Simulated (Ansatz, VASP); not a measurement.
# Cross-check of AlN between VASP and Ansatz

Aim: how closely do two programs agree when they are given the same cell, functional and k mesh? The cell is taken from a series of runs on this material, whose earlier steps may have relaxed, scaled, displaced or heated it; both programs get it as it stands.

Program: Ansatz 0.2.0. Level of theory: plane waves, with VASP 6.6.1 beside it; single point at PBE. Results are calculated unless marked as measured.

**1. Set-up**

Symmetry: P6_3mc, No. 186, hexagonal system. The conventional cell has a = 3.130 Å, b = 3.130 Å, c = 5.018 Å, α = 90.00°, β = 90.00°, γ = 120.00°. Nearest to Al lie 4 N at 1.90 to 1.91 Å. Nearest to N lie 4 Al at 1.90 to 1.91 Å. Farther neighbours and most contacts between anions are not listed.

Structure file:

```cif
data_structure
_symmetry_space_group_name_H-M 'P6_3mc'
_symmetry_Int_Tables_number 186
_cell_length_a 3.1302
_cell_length_b 3.1302
_cell_length_c 5.0180
_cell_angle_alpha 90.000
_cell_angle_beta 90.000
_cell_angle_gamma 120.000
_cell_volume 42.58
loop_
_atom_site_label
_atom_site_type_symbol
_atom_site_symmetry_multiplicity
_atom_site_Wyckoff_symbol
_atom_site_fract_x
_atom_site_fract_y
_atom_site_fract_z
_atom_site_occupancy
Al1 Al 2 b 0.33333 0.66667 0.99923 1
N1 N 2 b 0.33333 0.66667 0.38077 1
```

**2. Ansatz: single point, PBE**

Ansatz runs on its default PAW (the set named soft_2) files.

A single point gives forces, pressure and levels at one fixed geometry, so differences don't come from the geometry; what else differs is listed under the comparison.

File input.yaml:

```yaml
crystal:
  lattice:
    - [3.1302233403, 0.0, 0.0]
    - [-1.5651116702, 2.7108529323, 0.0]
    - [0.0, 0.0, 5.0179965356]
  atoms:
    - { symbol: Al, position: [0.3333333333, 0.6666666667, -0.0007694124] }
    - { symbol: Al, position: [0.6666666667, 0.3333333333, 0.4992305876] }
    - { symbol: "N", position: [0.3333333333, 0.6666666667, 0.3807694124] }
    - { symbol: "N", position: [0.6666666667, 0.3333333333, 0.8807694124] }
kpoints:
  mp_grid: { grid: [12, 12, 6] }
  band_path:
    path:
      - [[0.0, 0.0, 0.0], [0.5, 0.0, 0.0], [0.33333333, 0.33333333, 0.0], [0.0, 0.0, 0.0], [0.0, 0.0, 0.5], [0.5, 0.0, 0.5], [0.33333333, 0.33333333, 0.5], [0.0, 0.0, 0.5]]
      - [[0.5, 0.0, 0.5], [0.5, 0.0, 0.0]]
      - [[0.33333333, 0.33333333, 0.5], [0.33333333, 0.33333333, 0.0]]
    npoints: 10
hamiltonian:
  xc: pbe
scf:
  occupations: { method: fermi_dirac, width: 0.02 }
  n_extra_bands: 5
output:
  eigenvalues: true
```

Run with:

```sh
$ ansatz run input.yaml --threads 2 --pin off --max-ram 92160MiB --backend cuda --devices 1 --max-vram 13GiB --events-out ev --progress --plain --runs-dir out
```

Numbers of over 12 decimals in the logs are rounded to 6 here.

The program printed:

```text
scf.n_extra_bands = 5 over 8 filled bands (N_el = 16.0): the run solves 13 bands
GPUs: using 1 of 1 available (devices: 1).
Engine: ansatz 0.2.0, x86_64-unknown-linux-gnu
Pseudopotentials: kind: paw
Pseudopotential: Al, paw, valence charge 3, recommended cutoff 420 eV (normal), Al.paw.azcp
Pseudopotential: N, paw, valence charge 5, recommended cutoff 420 eV (normal), N.paw.azcp
Functional definition: PBE
  parameter kappa = 0.804
  parameter beta = 0.066725
  exchange = pbe_x(kappa = kappa, mu = beta*pi^2/3)
  correlation = pbe_c(beta = beta)
device memory: the entry about to start is reckoned to put 1.3 GiB on a device that reports 62.5 GiB free (of which the cap on the GPU budget leaves the run 13.0 GiB)
GPU FFT provider: cuFFT
GPU libraries: cuBLAS 13.8.2, cuFFT 12.4.0, cuSOLVER 12.3.4
Crystal: 4 atoms, lattice volume = 42.581 Å³
Basis set: ecut = 420 eV, 833 PW (Γ)
Bands: 13, of which v1, the nominal top of the filled ones, is band 8 counted from 1 (7 counted from 0)
Symmetry: 12 space group operations
Space group: P63mc (ITA 186), of the structure as read, at distance tolerance 3.5e-5 Å
k-points: 76 of 864 (time reversal used)
Non-local potential: Al, projectors of the file, l = 0: 2, l = 1: 2, l = 2: 1
Non-local potential: N, projectors of the file, l = 0: 2, l = 1: 2, l = 2: 1
PAW form: soft (Blöchl's): semilocal exchange-correlation on the pseudo side does not see the compensation charge
PAW one-centre angular grid: Al, 110 points (default); XC on 64 Gauss nodes
PAW one-centre angular grid: N, 110 points (default); XC on 64 Gauss nodes
Initial density: superposition of atomic densities (neutral atoms: chi_scale 0, normalization atom), corrected by the library's trained network
Initial wavefunctions: pseudopotential atomic-orbital guess
GPU buffer pool allocated for 20736 grid points (all kernels)
GPU transforms: local potential and band sums: pruned to the plane-wave sphere, on 24×24×36
Functional: x = pbe(κ = 0.804, μ = 0.219515), c = pbe(β = 0.066725)
SCF iter   1: F=—  HF=-1848.507817 eV  |F-HF|=—  |Δ(HF+E_count)|=         —  Δρ=8.16e-4  dr2=1.33e-4  ethr=1.77e-3  ⟨swp⟩=6.2  Hψ=6566  notcnv=0
preconditioner: auto → none  [insulator: Δε(μ)=4.031 eV  Ē_g=13.635 eV  σ=0.020 eV  W_gap=1.00  n_scr=2 (ndim 8)  ℏωp=22.8 eV  f_vac=0.000  D(μ)=0.00/eV (n_scr^D=0)  ε∞_Penn≈3.8]
SCF iter   2: F=—  HF=-1848.508120 eV  |F-HF|=—  |Δ(HF+E_count)|=   3.02e-4  Δρ=3.95e-4  dr2=2.11e-5  ethr=8.32e-7  ⟨swp⟩=2.3  Hψ=2223  notcnv=0
SCF iter   3: F=—  HF=-1848.508205 eV  |F-HF|=—  |Δ(HF+E_count)|=   8.53e-5  Δρ=5.79e-5  dr2=5.72e-7  ethr=1.32e-7  ⟨swp⟩=2.3  Hψ=1486  notcnv=0  defer=1
iter 4 did not close the SCF: its close was put off for the readings that it lacked (scf_convergence_deferred on its scf_iter line)
SCF iter   4: F=-1848.508207 eV  HF=-1848.508207 eV  |F-HF|=9.31e-9  |Δ(HF+E_count)|=   1.70e-6  Δρ=8.50e-6  dr2=1.28e-8  ethr=3.57e-9  ⟨swp⟩=2.0  Hψ=1486  notcnv=0  defer=1
iter 5 did not close the SCF: its close was put off for the readings that it lacked (scf_convergence_deferred on its scf_iter line)
SCF iter   5: F=-1848.508207 eV  HF=-1848.508207 eV  |F-HF|=2.76e-10  |Δ(HF+E_count)|=   1.11e-8  Δρ=1.40e-6  dr2=4.35e-10  ethr=8.02e-11  ⟨swp⟩=2.4  Hψ=1523  notcnv=0  defer=1
SCF iter   6: F=-1848.508207 eV  HF=-1848.508207 eV  |F-HF|=6.37e-12  |Δ(HF+E_count)|=  1.29e-10  Δρ=1.40e-7  dr2=4.41e-12  ethr=2.72e-12  ⟨swp⟩=3.7  Hψ=4501  notcnv=0
SCF 1 converged in 6 iterations: F = -1848.508207 eV  dr2 = 4.41e-12
  greatest PAW one-centre occupation: 0.787 electrons in one spin orbital (limit 2), on the N atom at site 2 (counted from 0), in its partial waves of l = 0
device memory: the entry about to start is reckoned to put 0.8 GiB on a device that reports 61.9 GiB free (of which the cap on the GPU budget leaves the run 13.0 GiB)
NSCF: frozen V_eff on 93 k-points, pencils in batches of 32, up to order 60
SCF converged after 6 iterations
Free energy (F): -1848.508207 eV
Harris-Foulkes:  -1848.508207 eV  (|F-HF|=6.37e-12)
Internal energy: -1848.508207 eV  (E = F + TS)
E sigma→0 (E₀):  -1848.508207 eV
Fermi energy:    8.966924 eV
--- Per-component energies (eV) ---
  E_band       = 27.853575
  E_kinetic    = 317.319709
  E_local      = -451.607045  (includes V_loc(G=0)·N_el)
  E_nonlocal   = 110.505419
  E_hartree    = 156.641642
  E_xc         = -203.249996
  E_vxc        = -215.380138  (∫ρ·V_xc dr)
  E_paw        = -1190.067149  (= ΣΔE_a)
  E_vpaw       = -46.267838  (= ΣTr[D̂ρ^β])
  E_aug_tail   = 0.000195  (compensation charges beyond the density's cutoff)
  E_ewald      = -588.050982
  E_smearing   = -0.000000  (= −TS)
  E_closure    = -0.000000  (closes the sum)
  Σ components = -1848.508207   (vs F -1848.508207, Δ=0.00e0)
--- Band table (eV; the first three rows and the last of 76) ---
  k-point 0: bands = [... 4 lower, 6.1011, 6.7405, 6.7405, 6.9433, 10.9772, 13.4567, 17.3963, 17.9788, ... 1 higher]
  k-point 1: bands = [... 4 lower, 6.1414, 6.3402, 6.6956, 6.6956, 11.4787, 13.5214, 17.2234, 17.9491, ... 1 higher]
  k-point 2: bands = [... 4 lower, 6.2541, 6.2541, 6.5739, 6.5739, 12.4379, 13.5764, 16.9488, 17.9334, ... 1 higher]
  k-point 75: bands = [... 4 lower, 3.1646, 3.1646, 6.1571, 6.1571, 14.2970, 14.2970, 14.6573, 14.6573, ... 1 higher]
```

The column dr2 measures how far the density is from self-consistency, as an energy; F and HF (Harris–Foulkes) agree once it is small.

**3. VASP: single point, PBE**

The same cell, functional, mesh and smearing now go to VASP, with its own data sets.

Lines of VASP's logs that name or quote its potential files are left out, and so is its time.

File INCAR:

```
SYSTEM = AlN
PREC = Accurate
ENCUT = 520
EDIFF = 1E-06
NELM = 120
ISMEAR = -1
SIGMA = 0.02
LREAL = .FALSE.
ALGO = Normal
GGA = PE
NBANDS = 14
LORBIT = 11
LWAVE = .FALSE.
LCHARG = .FALSE.
ISIF = 2
LASPH = .TRUE.
GGA_COMPAT = .FALSE.
EFERMI = MIDGAP
```

File POSCAR:

```
AlN
1.0
    3.1302233403      0.0000000000      0.0000000000
   -1.5651116702      2.7108529323      0.0000000000
    0.0000000000      0.0000000000      5.0179965356
Al N
2 2
Direct
    0.3333333334      0.6666666668      0.9992305876
    0.6666666668      0.3333333334      0.4992305876
    0.3333333334      0.6666666668      0.3807694124
    0.6666666668      0.3333333334      0.8807694124
```

File KPOINTS:

```
Automatic mesh
0
Gamma
12 12 6
0 0 0
```

Potentials, in the order of the species: Al and N (PBE family, release 64).

Run with:

```sh
$ mpirun -np 1 vasp_std
```

The program printed:

```text
[banner, memory and clock lines left out]
running    1 mpi-ranks, on    1 nodes
 distrk:  each k-point on    1 cores,    1 groups
 distr:  one band on    1 cores,    1 groups

 POSCAR found type information on POSCAR AlN
 POSCAR found :  2 types and       4 ions
 LDA part: xc-table for (Slater+PW92), standard interpolation
 POSCAR, INCAR and KPOINTS ok, starting setup
 FFT: planning ... GRIDC
 FFT: planning ... GRID_SOFT
 FFT: planning ... GRID
 WAVECAR not read
 entering main loop
       N       E                     dE             d eps       ncg     rms          rms(c)
DAV:   1     0.469499875611E+02    0.46950E+02   -0.74255E+03  2128   0.102E+03
DAV:   2    -0.304943234071E+02   -0.77444E+02   -0.70900E+02  2938   0.203E+02
DAV:   3    -0.344284299752E+02   -0.39341E+01   -0.39187E+01  2884   0.480E+01
DAV:   4    -0.344564238594E+02   -0.27994E-01   -0.27990E-01  2344   0.472E+00
DAV:   5    -0.344567832777E+02   -0.35942E-03   -0.35940E-03  2914   0.539E-01    0.121E+01
DAV:   6    -0.297580137694E+02    0.46988E+01   -0.13223E+01  2662   0.269E+01    0.418E+00
DAV:   7    -0.297923918679E+02   -0.34378E-01   -0.77935E-01  2356   0.618E+00    0.291E+00
DAV:   8    -0.297864291992E+02    0.59627E-02   -0.81127E-02  2494   0.271E+00    0.571E-01
DAV:   9    -0.297799236287E+02    0.65056E-02   -0.21540E-02  2818   0.107E+00    0.252E-01
DAV:  10    -0.297806094136E+02   -0.68578E-03   -0.29346E-03  2452   0.367E-01    0.149E-01
DAV:  11    -0.297805020154E+02    0.10740E-03   -0.26817E-04  2632   0.127E-01    0.369E-02
DAV:  12    -0.297805044890E+02   -0.24735E-05   -0.14624E-05  2524   0.342E-02    0.106E-02
DAV:  13    -0.297805043997E+02    0.89277E-07   -0.56550E-06  2770   0.180E-02
   1 F= -.29780504E+02 E0= -.29780504E+02  d E =0.000000E+00
```

Parts of OUTCAR (step 3):

```text
ion  position               nearest neighbor table
   1  0.333  0.667  0.999-   4 1.90   4 1.90   4 1.90   3 1.91   2 3.09   2 3.09   2 3.09   2 3.09
                             2 3.09   2 3.09
   2  0.667  0.333  0.499-   3 1.90   3 1.90   3 1.90   4 1.91   1 3.09   1 3.09   1 3.09   1 3.09
                             1 3.09   1 3.09
   3  0.333  0.667  0.381-   2 1.90   2 1.90   2 1.90   1 1.91
   4  0.667  0.333  0.881-   1 1.90   1 1.90   1 1.90   2 1.91

  LATTYP: Found a hexagonal cell.
 ALAT       =     3.1302233403
 C/A-ratio  =     1.6030793940

 Subroutine GETGRP returns: Found 12 space group operations
 (whereof  6 operations were pure point group operations)

The static configuration has the point symmetry C_3v.
 The point group associated with its full space group is C_6v.

 Found     76 irreducible k-points:

   k-points           NKPTS =     76   k-points in BZ     NKDIM =     76   number of bands    NBANDS=     14

   dimension x,y,z NGX =    24 NGY =   24 NGZ =   40
   dimension x,y,z NGXF=    48 NGYF=   48 NGZF=   80

   ENCUT  =  520.0 eV  38.22 Ry    6.18 a.u.   5.82  5.82  9.33*2*pi/ulx,y,z

   NELECT =      16.0000    total number of electrons

 k-points in reciprocal lattice and weights: Automatic mesh
   0.00000000  0.00000000  0.00000000       0.001
   0.08333333  0.00000000  0.00000000       0.007
   0.16666667  0.00000000  0.00000000       0.007
   0.25000000  0.00000000  0.00000000       0.007
   0.33333333  0.00000000  0.00000000       0.007
   0.41666667  0.00000000  0.00000000       0.007
   0.50000000  0.00000000  0.00000000       0.003
   0.08333333  0.08333333  0.00000000       0.007
   0.16666667  0.08333333  0.00000000       0.014
[...]
0.33333333  0.25000000  0.50000000       0.014
   0.33333333  0.33333333  0.50000000       0.002

 average (electrostatic) potential at core
       1 -71.9280       2 -71.9280       3 -60.1505       4 -60.1505

 E-fermi :   7.9858

 k-point     1 :       0.0000    0.0000    0.0000
  band No.  band energies     occupation
    ...
      4       5.1188      2.00000
      5       5.1188      2.00000
      6       5.7614      2.00000
      7       5.7614      2.00000
      8       5.9641      2.00000
      9      10.0075      0.00000
     10      12.4725      0.00000
     11      16.4206      0.00000
     12      16.9909      0.00000
     13      16.9909      0.00000
    ...

 k-point     2 :       0.0833    0.0000    0.0000
  band No.  band energies     occupation
    ...
      4       4.7103      2.00000
      5       5.0041      2.00000
      6       5.3462      2.00000
      7       5.7475      2.00000
      8       5.9265      2.00000
      9      10.4296      0.00000
     10      12.8402      0.00000
     11      16.0680      0.00000
     12      16.3978      0.00000
     13      17.2420      0.00000
    ...

 k-point     3 :       0.1667    0.0000    0.0000
  band No.  band energies     occupation
    ...
      4       3.7155      2.00000
      5       4.4745      2.00000
      6       4.7339      2.00000
      7       5.6795      2.00000
      8       5.7942      2.00000
      9      11.2904      0.00000
     10      13.5373      0.00000
     11      15.0573      0.00000
     12      15.6166      0.00000
     13      17.9024      0.00000
    ...

  Total       -0.0712556     -0.0712556     -0.0545515      0.0000000      0.0000000      0.0000000
  in kB       -2.6811320     -2.6811320     -2.0526046      0.0000000      0.0000000      0.0000000
  external PRESSURE =      -2.4716228 kB  Pullay stress =       0.0000000 kB

  energy-cutoff  :      520.00
  volume of cell :       42.58
      direct lattice vectors                 reciprocal lattice vectors
     3.130223340  0.000000000  0.000000000     0.319466022  0.184443794  0.000000000
    -1.565111670  2.710852932  0.000000000     0.000000000  0.368887588  0.000000000
     0.000000000  0.000000000  5.017996536     0.000000000  0.000000000  0.199282720

 POSITION                                       TOTAL-FORCE (eV/Angst)
 -----------------------------------------------------------------------------------
     -0.00000      1.80724      5.01414         0.000000     -0.000000      0.000604
      1.56511      0.90362      2.50514        -0.000000      0.000000      0.000604
     -0.00000      1.80724      1.91070        -0.000000     -0.000000     -0.000604
      1.56511      0.90362      4.41970         0.000000      0.000000     -0.000604
 -----------------------------------------------------------------------------------
    total drift:                               -0.000000     -0.000000      0.000461

  FREE ENERGIE OF THE ION-ELECTRON SYSTEM (eV)
  ---------------------------------------------------
  free  energy   TOTEN  =       -29.7805043997 eV

  energy  without entropy=      -29.7805043997  energy(sigma->0) =      -29.78050440

 total charge
# of ion       s       p       d       tot
------------------------------------------
    1        0.366   0.430   0.000   0.796
    2        0.366   0.430   0.000   0.796
    3        1.222   2.626   0.000   3.848
    4        1.222   2.626   0.000   3.848
--------------------------------------------------
tot          3.175   6.113   0.000   9.288

[... 3 further parts left out ...]
```

The run ends at a pressure of -0.25 GPa, with forces up to 6.0e-4 eV/Å.

**4. Differences**

Known differences besides the potentials themselves: the cutoff is 420 eV in Ansatz and 520 eV in VASP. Total energies have different zeros and are not compared.

The two programs side by side:

```
              quantity  Ansatz   VASP  difference
gap on the k mesh (eV)   4.034  4.043      -0.009
```

A gap on the mesh is an upper bound, since the band edges may lie between its points.

**5. Outcome**

* difference in gap on the k mesh (single point, PBE): -0.0094 eV

What this shows: The difference in gap on the k mesh is -0.0094 eV (single point, PBE), within the 0.08 eV picked in this series as the mark of a large difference. Such differences can come from data sets, numerical settings and the points named under the comparisons, not from the functional's error against experiment.

[Lines on the potential files, build, host, timing and source positions are cut from VASP's logs without a mark.]

[Logs are printed without paths, hosts, clocks, repeated set-up lines and the standing remarks that a program may print on its own settings, such as how far it seeks lower states.]

[Hosts, paths, dates, database ids (printed as entryN), source tags and the programs' standing remarks are cut or masked in the printed files.]
